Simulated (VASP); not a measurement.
MoS2:

```
CELL_PARAMETERS angstrom
3.16100 0.00000 0.00000
-1.58050 2.73751 0.00000
0.00000 0.00000 12.29500
ATOMIC_POSITIONS crystal
Mo 0.33333 0.66667 0.25000
Mo 0.66667 0.33333 0.75000
S 0.66667 0.33333 0.37729
S 0.66667 0.33333 0.12271
S 0.33333 0.66667 0.87729
S 0.33333 0.66667 0.62271
```

The cell was built by a generator and needn't be a form met in nature.

Base run:

```yaml
Program: VASP 6.6.1
Functional: optB86b-vdW
Potentials_or_basis: VASP PAW PBE potentials, release 64 (Mo_sv, S)
Cutoff: 520 eV
k_mesh: 8 × 8 × 2
Occupations: fermi-dirac, width 0.05 eV
Spin: no spin polarisation
```

Its results: band gap on the k mesh 0.96 eV, indirect (least direct gap 1.95 eV); pressure 1.0 GPa; largest force 0.095 eV/Å.

**Question.** The run is repeated on the same cell with these changes: functional from optB86b-vdW to LDA; potentials or basis from VASP PAW PBE potentials, release 64 (Mo_sv, S) to VASP PAW LDA potentials, release 64 (Mo_sv, S). What comes out?

**Answer.** Band gap on the k mesh 0.91 eV, indirect (least direct gap 1.95 eV); pressure -4.8 GPa; largest force 0.416 eV/Å.

Caveats: the PAW data sets were made with another functional, which shifts forces and pressure a little (some runs).

A k mesh can miss the band edges.
